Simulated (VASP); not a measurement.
Output of a VASP run:

**OSZICAR**
```
       N       E                     dE             d eps       ncg     rms          rms(c)
DAV:   1     0.421284350277E+03    0.42128E+03   -0.33618E+04  2036   0.151E+03
DAV:   2    -0.113733607169E+03   -0.53502E+03   -0.51967E+03  2615   0.346E+02
DAV:   3    -0.150797827365E+03   -0.37064E+02   -0.36927E+02  2392   0.102E+02
DAV:   4    -0.151346937072E+03   -0.54911E+00   -0.54816E+00  2416   0.134E+01
DAV:   5    -0.151358650028E+03   -0.11713E-01   -0.11708E-01  2350   0.188E+00    0.302E+01
DAV:   6    -0.127775633009E+03    0.23583E+02   -0.37834E+01  2266   0.275E+01    0.168E+01
DAV:   7    -0.117109767354E+03    0.10666E+02   -0.21116E+00  2393   0.104E+01    0.578E+00
DAV:   8    -0.127030109224E+03   -0.99203E+01   -0.46358E+00  2238   0.105E+01    0.359E+00
DAV:   9    -0.118474771542E+03    0.85553E+01   -0.25635E+00  2119   0.810E+00    0.102E+00
DAV:  10    -0.118691615217E+03   -0.21684E+00   -0.51381E-01  2056   0.481E+00    0.967E-01
DAV:  11    -0.118663559012E+03    0.28056E-01   -0.13841E-02  2385   0.791E-01    0.714E-01
DAV:  12    -0.119177207060E+03   -0.51365E+00   -0.34998E-01  2042   0.421E+00    0.278E-01
DAV:  13    -0.119107217911E+03    0.69989E-01   -0.18698E-02  2371   0.101E+00    0.312E-01
DAV:  14    -0.119135268439E+03   -0.28051E-01   -0.11502E-02  2266   0.824E-01    0.118E-01
DAV:  15    -0.119157316562E+03   -0.22048E-01   -0.99494E-03  2084   0.923E-01    0.720E-02
DAV:  16    -0.119158067522E+03   -0.75096E-03   -0.16888E-03  2112   0.340E-01    0.362E-02
DAV:  17    -0.119163551959E+03   -0.54844E-02   -0.14040E-03  2154   0.341E-01    0.232E-02
DAV:  18    -0.119163695401E+03   -0.14344E-03   -0.34406E-05  2371   0.471E-02    0.182E-02
DAV:  19    -0.119163697611E+03   -0.22099E-05   -0.37207E-05  2357   0.382E-02    0.153E-02
DAV:  20    -0.119163750839E+03   -0.53228E-04   -0.21621E-05  2280   0.348E-02    0.894E-03
DAV:  21    -0.119163772687E+03   -0.21848E-04   -0.67435E-06  2350   0.208E-02    0.525E-03
DAV:  22    -0.119163780833E+03   -0.81461E-05   -0.42012E-06  2343   0.149E-02    0.308E-03
DAV:  23    -0.119163785924E+03   -0.50910E-05   -0.26002E-06  2280   0.131E-02    0.101E-03
DAV:  24    -0.119163786018E+03   -0.94087E-07   -0.38383E-07  1948   0.497E-03
   1 F= -.11916379E+03 E0= -.11916379E+03  d E =0.000000E+00
       N       E                     dE             ncg
       N       E                     dE             ncg
       N       E                     dE             ncg
```

OUTCAR:
```
------------------------ aborting loop because EDIFF is reached ----------------------------------------
  FORCE on cell =-STRESS in cart. coord.  units (eV):
  Direction    XX          YY          ZZ          XY          YZ          ZX
  --------------------------------------------------------------------------------------
  Total       -0.0430447     -0.1049116     -0.0180363      0.0000000      0.0000000      0.0000000
  in kB       -0.3793180     -0.9245002     -0.1589389      0.0000000      0.0000000      0.0000000
  external PRESSURE =      -0.4875857 kB  Pullay stress =       0.0000000 kB
  volume of cell :      181.81
      direct lattice vectors                 reciprocal lattice vectors
     8.290844419  0.000000000  0.000000000     0.120614976  0.000000000  0.000000000
     0.000000000  4.403731849  2.489874557     0.000000000  0.113540065  0.200813330
     0.000000000 -4.403731849  2.489874557     0.000000000 -0.113540065  0.200813330
 POSITION                                       TOTAL-FORCE (eV/Angst)
 -----------------------------------------------------------------------------------
      7.77136      1.44922      2.51192        -0.002656     -0.010013      0.012170
      0.51949     -1.44922      2.51192         0.002656      0.010013      0.012170
      4.66491      1.44922      2.51192         0.002656     -0.010013      0.012170
      3.62594     -1.44922      2.51192        -0.002656      0.010013      0.012170
      0.00000      0.00000      2.99829         0.000000      0.000000     -0.018775
      4.14542      0.00000      2.99829         0.000000      0.000000     -0.018775
      4.49782     -1.90957      1.23753        -0.008853     -0.008416     -0.009065
      3.79303      1.90957      1.23753         0.008853      0.008416     -0.009065
      7.93845     -1.90957      1.23753         0.008853     -0.008416     -0.009065
      0.35239      1.90957      1.23753        -0.008853      0.008416     -0.009065
      2.07271     -1.38583      2.08674         0.000000      0.002468      0.012567
      6.21813      1.38583      2.08674        -0.000000     -0.002468      0.012567
 -----------------------------------------------------------------------------------
    total drift:                               -0.000000     -0.000000     -0.001251
  FREE ENERGIE OF THE ION-ELECTRON SYSTEM (eV)
  ---------------------------------------------------
  free  energy   TOTEN  =      -119.1637860181 eV

  energy  without entropy=     -119.1637860181  energy(sigma->0) =     -119.16378602

 total charge

# of ion       s       p       d       tot
------------------------------------------
    1        0.633   1.003   0.000   1.635
    2        0.633   1.003   0.000   1.635
    3        0.633   1.003   0.000   1.635
    4        0.633   1.003   0.000   1.635
    5        1.555   3.728   0.000   5.283
    6        1.555   3.728   0.000   5.283
    7        1.555   3.732   0.000   5.287
    8        1.555   3.732   0.000   5.287
    9        1.555   3.732   0.000   5.287
   10        1.555   3.732   0.000   5.287
   11        1.554   3.733   0.000   5.287
   12        1.554   3.733   0.000   5.287
--------------------------------------------------
tot         14.969  33.863   0.000  48.832
```
(Selected blocks of OUTCAR.)

**POSCAR**
```
SiO2
1
    8.2908444186     0.0000000000     0.0000000000
    0.0000000000     4.4037318487     2.4898745569
    0.0000000000    -4.4037318487     2.4898745569
Si O
4 8
Direct
  0.9373421639   0.6689711252   0.3398828946
  0.0626578361   0.3398828946   0.6689711252
  0.5626578361   0.6689711252   0.3398828946
  0.4373421639   0.3398828946   0.6689711252
  0.0000000000   0.6020971084   0.6020971084
  0.5000000000   0.6020971084   0.6020971084
  0.5425041015   0.0316994093   0.4653247223
  0.4574958985   0.4653247223   0.0316994093
  0.9574958985   0.0316994093   0.4653247223
  0.0425041015   0.4653247223   0.0316994093
  0.2500000000   0.2616975110   0.5763919693
  0.7500000000   0.5763919693   0.2616975110
```

Reconstruct the remaining input files.

This is not unique; one that fits is the input of the run itself, r2SCAN meta-GGA, plane waves, VASP's PBE PAW potentials (set 64).

File KPOINTS:
```
Automatic mesh
0
Gamma
3 6 6
0 0 0
```

**KPOINTS_OPT**
```
k-points along high-symmetry lines
5
Line-mode
Reciprocal
  0.000000   0.000000   0.000000 ! GAMMA
  0.000000  -0.500000   0.500000 ! Y

  0.000000  -0.500000   0.500000 ! Y
  0.000000  -0.670670   0.329330 ! F_0

  0.000000  -0.329330  -0.329330 ! DELTA_0
  0.000000   0.000000   0.000000 ! GAMMA

  0.000000   0.000000   0.000000 ! GAMMA
  0.500000   0.000000   0.000000 ! Z

  0.500000   0.000000   0.000000 ! Z
  0.500000  -0.329330  -0.329330 ! B_0

  0.500000  -0.670670   0.329330 ! G_0
  0.500000  -0.500000   0.500000 ! T

  0.500000  -0.500000   0.500000 ! T
  0.000000  -0.500000   0.500000 ! Y

  0.000000   0.000000   0.000000 ! GAMMA
  0.000000  -0.500000   0.000000 ! S

  0.000000  -0.500000   0.000000 ! S
  0.500000  -0.500000   0.000000 ! R

  0.500000  -0.500000   0.000000 ! R
  0.500000   0.000000   0.000000 ! Z

  0.500000   0.000000   0.000000 ! Z
  0.500000  -0.500000   0.500000 ! T
```

**INCAR**
```
SYSTEM = SiO2
PREC = Accurate
ENCUT = 520
EDIFF = 1E-7
NELM = 100
ALGO = Normal
LREAL = .FALSE.
LASPH = .TRUE.
ISMEAR = -5
METAGGA = R2SCAN
LMIXTAU = .TRUE.
LWAVE = .FALSE.
LCHARG = .FALSE.
LORBIT = 11
NEDOS = 601
ISIF = 2
LEFG = .TRUE.
```

POTCAR, in this order: Si O (PBE.64 set). Program: vasp_std.

The structure comes from a computed database's SiO2 entry (Ama2); how it stands against other phases isn't given here. It was relaxed first.
